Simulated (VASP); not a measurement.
# AgCl: energy against volume

AgCl (rock salt, Fm-3m, 21.917 Å³/atom and stress up to 0.22 GPa in the relaxed cell, cube axes along x, y and z) under an equal strain ε along all three axes. PBE in VASP (plane waves, PAW), 480 eV, 10×10×10 Γ-centred mesh, Gaussian smearing 0.05 eV; ions are relaxed, or left where forces stay under 0.02 eV/Å, within the symmetry of each cell.

Here V stands for volume and E for E less E0.

| volume (Å³/atom) | E less E0 (meV/atom) | pressure (GPa) |
|---|---|---|
| 20.0035 | ? | ? |
| 20.6285 | 13.87 | 3.29 |
| 20.9459 | 8.08 | 2.43 |
| 21.2665 | 3.92 | 1.63 |
| 21.5903 | 1.25 | 0.89 |
| 21.9174 | 0.00 | 0.22 |
| 22.2478 | 0.09 | -0.41 |
| 22.5816 | 1.42 | -0.98 |
| 22.9186 | 3.92 | -1.51 |
| 23.2590 | 7.52 | -1.99 |

Question: Using the third-order Birch-Murnaghan form, a cubic in V^(-2/3), estimate the missing E at V = 20.0035 from the other rows, showing the fit.

Answer: With u = V^(-2/3) - 0.128, the rows have u = 0.004950, 0.003603, 0.002277, 0.000972, -0.000315, -0.001582, -0.002831, -0.004061, -0.005273. Least squares gives E = 0.184 + 700.2·u + 407145·u² + 1995717·u³. Residuals (row less fit): 0.002, -0.006, 0.007, -0.001, -0.004, 0.003, 0.000, -0.001, 0.000; standard error 0.005 (degrees of freedom: 5). Its minimum lies at u = -0.000865, so V0 = (0.127135)^(-3/2) = 22.06. There d²E/du² = 803900 and d³E/du³ = 1.197e7, so B0 = (4/9) × 22.06^(-7/3) × 803900 × 0.160218 = 41.9 GPa (the last factor turns the table's units into GPa), and B0' = 4 + (2/3) × 0.127135 × (1.197e7)/803900 = 5.3. B0' rests on the cubic coefficient alone and has a standard error of 0.1 from these residuals. At the withheld row, u = 0.007705, so E = 0.184 + 700.2 × 0.007705 + 407145 × 0.007705² + 1995717 × 0.007705³ = 30.663 meV/atom. The calculation gives 30.65 meV/atom, 0.013 meV/atom below the prediction (0.0 % of the range of E in the table). The row lies outside the fitted rows, so this is an extrapolation. The scatter of the fitted rows lies at the last printed digit.

Other structures, which can take over under pressure, weren't tried. The same form fitted to the pressure column gives B0' = 5.3; series where the two differ by over 0.4 aren't shown. Rows are the converged runs of the series near zero and its far end, less any whose ions stayed unrelaxed beside relaxed ones; series whose fitted rows scatter by over a few per cent of the range, as at a crossing or softening among them, aren't shown in this form.
